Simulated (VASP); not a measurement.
# LaSi3Rh with and without spin-orbit coupling

What does spin-orbit coupling change in LaSi3Rh, and what does it cost? All runs use LDA. Left out of this account: at least 1 further run (fields: a reference on another mesh). The start is a computed cell from the Materials Project.

Calculated with VASP 6.6.1; LDA; plane waves and PAW (La, Si, Rh_pv), in the first sound run; inputs show where later runs differ.

## 1. Starting point

It takes space group I4mm (No. 107, tetragonal). Conventional cell: a = 4.270 Å, b = 4.270 Å, c = 9.869 Å, α = 90.00°, β = 90.00°, γ = 90.00°. Nearest to La lie 12 Si at 3.14 to 3.36 Å and 5 Rh at 3.38 to 3.40 Å. Nearest to Si lie 1 Rh at 2.39 Å and 4 Si at 2.60 Å and 4 La at 3.14 Å. Nearest to Si lie 2 Rh at 2.38 Å and 6 Si at 2.60 to 3.02 Å and 4 La at 3.17 to 3.36 Å. Rh has 5 Si at 2.38 to 2.39 Å and 5 La at 3.38 to 3.40 Å nearest. Farther neighbours are not listed.

Coordinates:

```xyz
5
Lattice="0.0000 -4.2697 0.0000 -4.2697 0.0000 0.0000 2.1349 -2.1349 -4.9346" Properties=species:S:1:pos:R:3 pbc="T T T"
La    0.0000   -4.2697   -0.0049
Si   -2.1349   -2.1349   -0.8692
Si    0.0000   -2.1349   -2.3487
Si   -2.1349   -4.2697   -2.3487
Rh    0.0000   -4.2697   -3.4095
```

## 2. Bands along the symmetry lines (LDA)

The mesh alone shows little of the dispersion and can miss band extrema, so KPOINTS_OPT adds a path through the symmetry points after the self-consistent cycle. LDA, the lowest rung, knows the local density alone.

INCAR

```
SYSTEM = LaSi3Rh
PREC = Accurate
ENCUT = 400
EDIFF = 1E-06
NELM = 100
ISMEAR = -1
SIGMA = 0.05
LREAL = .FALSE.
ALGO = Normal
GGA = CA
NBANDS = 34
LASPH = .TRUE.
LORBIT = 11
LWAVE = .FALSE.
LCHARG = .FALSE.
KPAR = 4
```

POSCAR

```
LaSi3Rh
1.0
    0.0000000000     -4.2697357800      0.0000000000
   -4.2697357800      0.0000000000      0.0000000000
    2.1348678900     -2.1348678900     -4.9346317700
La Si Rh
1 3 1
Direct
    0.9994988900      0.0005011100      0.0010022200
    0.4119316800      0.5880683200      0.1761366400
    0.2620189200      0.2379810800      0.4759621600
    0.7620189200      0.7379810800      0.4759621600
    0.6545305800      0.3454694200      0.6909388400
```

KPOINTS

```
Automatic mesh
0
Gamma
7 7 7
0 0 0
```

KPOINTS_OPT

```
Line mode
16
Line-mode
Reciprocal
  0.00000000   0.00000000   0.00000000 GAMMA
  0.50000000  -0.50000000   0.50000000 X

  0.50000000  -0.50000000   0.50000000 X
  0.59358420  -0.40641580   0.50000000 Y

  0.59358420  -0.40641580   0.50000000 Y
  0.59358420   0.00000000   0.29679210 S

  0.59358420   0.00000000   0.29679210 S
  0.00000000   0.00000000   0.00000000 GAMMA

  0.00000000   0.00000000   0.00000000 GAMMA
  0.00000000   0.00000000  -0.50000000 Z

  0.00000000   0.00000000  -0.50000000 Z
  0.40641580   0.00000000  -0.29679210 S1

  0.40641580   0.00000000  -0.29679210 S1
  0.50000000   0.00000000   0.00000000 N

  0.50000000   0.00000000   0.00000000 N
  0.50000000  -0.50000000   0.25000000 P

  0.50000000  -0.50000000   0.25000000 P
  0.40641580  -0.40641580  -0.09358420 Y1

  0.40641580  -0.40641580  -0.09358420 Y1
  0.00000000   0.00000000  -0.50000000 Z

  0.50000000  -0.50000000   0.50000000 X
  0.50000000  -0.50000000   0.25000000 P
```

PAW data sets: La, Si and Rh_pv (LDA family, release 64).

Command:

```console
$ mpirun -np 4 vasp_std
```

What it wrote:

```text
[banner, memory and clock lines left out]
running    4 mpi-ranks, on    1 nodes
 distrk:  each k-point on    1 cores,    4 groups
 distr:  one band on    1 cores,    1 groups

 POSCAR found type information on POSCAR LaSiRh
 POSCAR found :  3 types and       5 ions
 LDA part: xc-table for (Slater(with rela. corr.)+CA(PZ))
 , standard interpolation
 POSCAR, INCAR and KPOINTS ok, starting setup
 FFT: planning ... GRIDC
 FFT: planning ... GRID_SOFT
 FFT: planning ... GRID
 WAVECAR not read
 entering main loop
       N       E                     dE             d eps       ncg     rms          rms(c)
DAV:   1     0.226761909918E+03    0.22676E+03   -0.14764E+04  3498   0.119E+03
DAV:   2    -0.110191932016E+02   -0.23778E+03   -0.21207E+03  2814   0.260E+02
DAV:   3    -0.357498890598E+02   -0.24731E+02   -0.22639E+02  3304   0.821E+01
DAV:   4    -0.374886917908E+02   -0.17388E+01   -0.17213E+01  4776   0.211E+01
DAV:   5    -0.375293150361E+02   -0.40623E-01   -0.40530E-01  3720   0.249E+00    0.127E+01
DAV:   6    -0.373483772239E+02    0.18094E+00   -0.81279E+00  3872   0.180E+01    0.586E+00
DAV:   7    -0.366991222930E+02    0.64925E+00   -0.27799E+00  3848   0.120E+01    0.397E+00
DAV:   8    -0.366547619693E+02    0.44360E-01   -0.35291E-01  3704   0.250E+00    0.922E-01
DAV:   9    -0.366425045706E+02    0.12257E-01   -0.64051E-02  3944   0.163E+00    0.310E-01
DAV:  10    -0.366419289991E+02    0.57557E-03   -0.51857E-03  3704   0.437E-01    0.140E-01
DAV:  11    -0.366418808015E+02    0.48198E-04   -0.49461E-04  4232   0.108E-01    0.579E-02
DAV:  12    -0.366418814984E+02   -0.69686E-06   -0.31775E-05  4248   0.295E-02    0.174E-02
DAV:  13    -0.366418811400E+02    0.35843E-06   -0.39227E-06  3264   0.117E-02
   1 F= -.36641881E+02 E0= -.36634059E+02  d E =-.156441E-01
 Start KPOINTS_OPT (optional k-point list driver)
k-point batch [1-40\176]
       N       E                     dE             ncg
DAV:   1     0.366213718545E+04   -0.32259E+05     3480
DAV:   2    -0.603893659361E+04   -0.97011E+04     2780
DAV:   3    -0.705042266206E+04   -0.10115E+04     3408
DAV:   4    -0.711763979855E+04   -0.67217E+02     4800
DAV:   5    -0.711916109343E+04   -0.15213E+01     3760
DAV:   6    -0.711928609720E+04   -0.12500E+00     4904
DAV:   7    -0.711928792353E+04   -0.18263E-02     3808
DAV:   8    -0.711928800508E+04   -0.81550E-04     4568
DAV:   9    -0.711928800730E+04   -0.22181E-05     2496
DAV:  10    -0.711928800762E+04   -0.31855E-06     2384
[...]
k-point batch [161-176\176]
       N       E                     dE             ncg
DAV:   1     0.232459714489E+05   -0.16676E+05     1408
DAV:   2     0.193895067253E+05   -0.38565E+04     1150
DAV:   3     0.189929797653E+05   -0.39653E+03     1368
DAV:   4     0.189687951799E+05   -0.24185E+02     1840
DAV:   5     0.189678494487E+05   -0.94573E+00     1576
DAV:   6     0.189678079020E+05   -0.41547E-01     1920
DAV:   7     0.189678068011E+05   -0.11009E-02     1584
DAV:   8     0.189678067838E+05   -0.17342E-04     1712
DAV:   9     0.189678067833E+05   -0.42456E-06     1032
```

Wall time 41 s (4 MPI ranks of Intel Xeon 6975P-C (Granite Rapids), shared host); peak memory 1.1 GiB.

Lines that name or quote the potential files are left out of all logs, and their timing lines are given in words.

OUTCAR, selected parts (step 2):

```text
ion  position               nearest neighbor table
   1  0.999  0.001  0.001-   2 3.14   2 3.14   2 3.14   2 3.14   4 3.17   3 3.17   4 3.17   3 3.17
                             4 3.36   3 3.36   3 3.36   4 3.36   5 3.38   5 3.38   5 3.38   5 3.38
   2  0.412  0.588  0.176-   5 2.39   3 2.60   4 2.60   3 2.60   4 2.60   1 3.14   1 3.14   1 3.14
                             1 3.14
   3  0.262  0.238  0.476-   5 2.38   5 2.38   2 2.60   2 2.60   4 3.02   4 3.02   4 3.02   4 3.02
                             1 3.17   1 3.17   1 3.36   1 3.36
   4  0.762  0.738  0.476-   5 2.38   5 2.38   2 2.60   2 2.60   3 3.02   3 3.02   3 3.02   3 3.02
                             1 3.17   1 3.17   1 3.36   1 3.36
   5  0.655  0.345  0.691-   3 2.38   4 2.38   3 2.38   4 2.38   2 2.39   1 3.38   1 3.38   1 3.38
                             1 3.38   1 3.40

  LATTYP: Found a body centered tetragonal cell.
 ALAT       =     4.2697357800
 C/A-ratio  =     2.3114459649

 Subroutine GETGRP returns: Found  8 space group operations
 (whereof  8 operations were pure point group operations)

The static configuration has the point symmetry C_4v.

 Found     40 irreducible k-points:

   k-points           NKPTS =     40   k-points in BZ     NKDIM =     40   number of bands    NBANDS=     34

   dimension x,y,z NGX =    28 NGY =   28 NGZ =   40
   dimension x,y,z NGXF=    56 NGYF=   56 NGZF=   80

   ENCUT  =  400.0 eV  29.40 Ry    5.42 a.u.   6.96  6.96  9.43*2*pi/ulx,y,z

   NELECT =      38.0000    total number of electrons

 k-points in reciprocal lattice and weights: Automatic mesh
   0.00000000  0.00000000  0.00000000       0.003
   0.14285714  0.00000000  0.00000000       0.023
   0.28571429  0.00000000  0.00000000       0.023
   0.42857143  0.00000000  0.00000000       0.023
   0.14285714  0.14285714  0.00000000       0.012
   0.28571429  0.14285714  0.00000000       0.047
   0.42857143  0.14285714 -0.00000000       0.047
  -0.42857143  0.14285714  0.00000000       0.047
  -0.28571429  0.14285714  0.00000000       0.047
[...]
0.00000000  0.00000000  0.42857143       0.006
  -0.14285714  0.00000000  0.42857143       0.012

 average (electrostatic) potential at core
       1 -94.0232       2 -81.2493       3 -81.4821       4 -81.4821       5 -73.0457

 E-fermi :   9.6237

 k-point     1 :       0.0000    0.0000    0.0000
  band No.  band energies     occupation
    ...
     14       6.4203      2.00000
     15       6.6802      2.00000
     16       7.0859      2.00000
     17       7.9396      2.00000
     18       7.9396      2.00000
     19       9.9099      0.00652
     20       9.9099      0.00652
     21      10.8768      0.00000
     22      11.0320      0.00000
     23      11.7213      0.00000
    ...

 k-point     2 :       0.1429    0.0000    0.0000
  band No.  band energies     occupation
    ...
     16       7.1064      2.00000
     17       8.0136      2.00000
     18       8.1770      2.00000
     19       9.1513      1.99984
     20       9.4606      1.92626
     21      10.9267      0.00000
     22      11.3158      0.00000
     23      11.7716      0.00000
     24      11.7828      0.00000
     25      11.8435      0.00000
    ...

 k-point     3 :       0.2857    0.0000    0.0000
  band No.  band energies     occupation
    ...
     16       7.4915      2.00000
     17       7.8912      2.00000
     18       8.0932      2.00000
     19       8.7599      2.00000
     20       9.2388      1.99909
     21      11.0009      0.00000
     22      11.6889      0.00000
     23      11.7166      0.00000
     24      11.8238      0.00000
     25      11.9221      0.00000
    ...

  Total       -2.7185715     -2.7185715     -3.2076161      0.0000000      0.0000000      0.0000000
  in kB      -48.4166341    -48.4166341    -57.1263148      0.0000000      0.0000000      0.0000000
  external PRESSURE =     -51.3198610 kB  Pullay stress =       0.0000000 kB

  energy-cutoff  :      400.00
  volume of cell :       89.96
      direct lattice vectors                 reciprocal lattice vectors
     0.000000000 -4.269735780  0.000000000     0.000000000 -0.234206530  0.101324683
    -4.269735780  0.000000000  0.000000000    -0.234206530  0.000000000 -0.101324683
     2.134867890 -2.134867890 -4.934631770     0.000000000  0.000000000 -0.202649366

 POSITION                                       TOTAL-FORCE (eV/Angst)
 -----------------------------------------------------------------------------------
     -0.00000     -4.26974     -0.00495        -0.000000      0.000000     -0.092518
     -2.13487     -2.13487     -0.86917        -0.000000      0.000000      0.162909
      0.00000     -2.13487     -2.34870         0.000000     -0.000000     -0.049196
     -2.13487     -4.26974     -2.34870         0.000000     -0.000000     -0.049196
      0.00000     -4.26974     -3.40953         0.000000     -0.000000      0.028001
 -----------------------------------------------------------------------------------
    total drift:                               -0.000013      0.000013     -0.000161

  FREE ENERGIE OF THE ION-ELECTRON SYSTEM (eV)
  ---------------------------------------------------
  free  energy   TOTEN  =       -36.6418811400 eV

  energy  without entropy=      -36.6262370854  energy(sigma->0) =      -36.63405911

 total charge
# of ion       s       p       d       f       tot
--------------------------------------------------
    1        2.027   5.635   0.766   0.182   8.610
    2        0.786   0.864   0.000   0.000   1.650
    3        0.789   0.827   0.000   0.000   1.616
    4        0.789   0.827   0.000   0.000   1.616
    5        0.426   6.365   7.296   0.000  14.088
--------------------------------------------------
tot          4.817  14.517   8.063   0.182  27.579

[... 3 further parts left out ...]
```

Spin-orbit coupling is off here; it can split and shift levels that hold much weight on La and Rh by tenths of an eV or more. The cell is typed on its shortest vectors, so the axes of tensors and the coordinates of k-points follow the printed cell and not the standard setting. At this level the cell is under a tension of 5.1 GPa, so at these settings it is away from equilibrium.

This step gave:

| Quantity | Value |
| --- | --- |
| SCF cycles | 13 |
| electrons | 38 |
| bands | 34 |
| irreducible k-points | 40 |
| symmetry operations | 8 |
| free energy (TOTEN) | -36.64 eV |
| energy at zero smearing | -36.63 eV |
| Fermi energy | 9.624 eV |
| pressure | -5.132 GPa |
| metallic, judged on the points sampled | yes |

Electronic bands along the path, in eV, zero at the Fermi level; # counts the bands kept in this run, so #1 is VASP's band 8:

| point | #9 | #10 | #11 | #12 | #13 | #14 | #15 | #16 |
| --- | --- | --- | --- | --- | --- | --- | --- | --- |
| Γ | -2.54 | -1.68 | -1.68 | 0.29 | 0.29 | 1.25 | 1.41 | 2.10 |
| 0.47 of the way | -2.31 | -1.93 | -1.36 | -1.00 | 0.31 | 1.65 | 2.04 | 2.15 |
| X | -2.63 | -2.57 | -2.06 | -1.78 | 1.86 | 1.96 | 2.13 | 2.32 |
| 0.47 of the way | -2.55 | -2.53 | -2.08 | -1.70 | 1.81 | 1.97 | 2.11 | 2.32 |
| Y | -2.51 | -2.24 | -2.06 | -1.49 | 1.65 | 1.98 | 2.04 | 2.26 |
| 0.47 of the way | -2.66 | -1.80 | -1.08 | -1.02 | 0.98 | 1.64 | 1.93 | 2.06 |
| S | -2.46 | -1.97 | -1.21 | -0.28 | 0.60 | 1.70 | 2.00 | 2.04 |
| 0.47 of the way | -2.06 | -1.82 | -1.42 | -1.09 | -0.90 | 1.69 | 2.10 | 2.17 |
| Γ | -2.54 | -1.68 | -1.68 | 0.29 | 0.29 | 1.25 | 1.41 | 2.10 |
| 0.53 of the way | -2.10 | -2.10 | -0.99 | 0.79 | 0.83 | 0.83 | 1.43 | 2.04 |
| Z | -2.37 | -2.19 | -0.19 | 0.80 | 0.80 | 1.43 | 1.49 | 1.99 |
| 0.53 of the way | -2.56 | -1.84 | 0.01 | 0.60 | 1.19 | 1.30 | 1.64 | 1.69 |
| S1 | -2.46 | -1.97 | -1.21 | -0.28 | 0.60 | 1.70 | 2.00 | 2.04 |
| 0.53 of the way | -2.22 | -2.21 | -1.37 | -0.43 | 0.22 | 1.60 | 1.89 | 2.13 |
| N | -2.49 | -2.06 | -1.29 | -0.48 | 0.04 | 1.47 | 1.82 | 2.16 |
| 0.53 of the way | -2.72 | -2.23 | -1.70 | -1.02 | 1.08 | 1.74 | 2.01 | 2.12 |
| P | -2.77 | -2.39 | -2.39 | -1.84 | 1.35 | 2.04 | 2.04 | 2.32 |
| 0.47 of the way | -2.61 | -2.47 | -2.21 | -1.70 | 1.55 | 1.98 | 2.09 | 2.30 |
| Y1 | -2.51 | -2.24 | -2.06 | -1.49 | 1.65 | 1.98 | 2.04 | 2.26 |
| 0.47 of the way | -2.76 | -0.82 | -0.36 | 0.00 | 0.24 | 0.79 | 1.86 | 1.98 |
| Z | -2.37 | -2.19 | -0.19 | 0.80 | 0.80 | 1.43 | 1.49 | 1.99 |
| jump to X | -2.63 | -2.57 | -2.06 | -1.78 | 1.86 | 1.96 | 2.13 | 2.32 |
| 0.53 of the way | -2.63 | -2.57 | -2.18 | -1.81 | 1.58 | 1.98 | 2.10 | 2.32 |
| P | -2.77 | -2.39 | -2.39 | -1.84 | 1.35 | 2.04 | 2.04 | 2.32 |

Of the projections kept (La, Si, Rh), the largest for each band there, as a share of the weight inside these atoms' spheres; weight between the spheres isn't counted:

| point | #9 | #10 | #11 | #12 | #13 | #14 | #15 | #16 |
| --- | --- | --- | --- | --- | --- | --- | --- | --- |
| Γ | Rh 0.83 | Rh 0.77 | Rh 0.77 | Si 0.47 | Si 0.47 | Si 0.55 | Rh 0.56 | La 0.99 |
| X | Rh 0.60 | Rh 0.81 | Rh 0.48 | Rh 0.79 | La 0.80 | La 0.95 | La 0.93 | La 0.99 |
| Y | Rh 0.81 | Rh 0.62 | Rh 0.82 | Rh 0.62 | La 0.79 | La 0.90 | La 0.93 | La 0.94 |
| S | Rh 0.55 | Si 0.40 | Si 0.52 | Rh 0.47 | Rh 0.50 | La 0.71 | La 0.83 | La 0.81 |
| Γ | Rh 0.83 | Rh 0.77 | Rh 0.77 | Si 0.47 | Si 0.47 | Si 0.55 | Rh 0.56 | La 0.99 |
| Z | Rh 0.59 | Rh 0.54 | Si 0.54 | La 0.73 | La 0.73 | La 0.67 | La 0.71 | La 1.00 |

Force by atom:

| atom | x (eV/Å) | y (eV/Å) | z (eV/Å) | size |
| --- | --- | --- | --- | --- |
| La1 | 0.000 | 0.000 | -0.093 | 0.093 |
| Si2 | 0.000 | 0.000 | 0.163 | 0.163 |
| Si3 | 0.000 | 0.000 | -0.049 | 0.049 |
| Si4 | 0.000 | 0.000 | -0.049 | 0.049 |
| Rh5 | 0.000 | 0.000 | 0.028 | 0.028 |

There is no gap at this level.

(Continued in part 2 of 4.)

[Lines on the potential files, build, host, timing and source positions are cut from VASP's logs without a mark.]

[Logs are printed without paths, hosts, clocks, repeated set-up lines and the standing remarks that a program may print on its own settings, such as how far it seeks lower states.]

[Hosts, paths, dates, database ids (printed as entryN), source tags and the programs' standing remarks are cut or masked in the printed files.]

[A measured line is paired with the nearest computed mode of its activity, which favours agreement.]

[In band tables of VASP the shares of atoms and orbitals are scaled to a sum of 1 inside the atoms' spheres.]
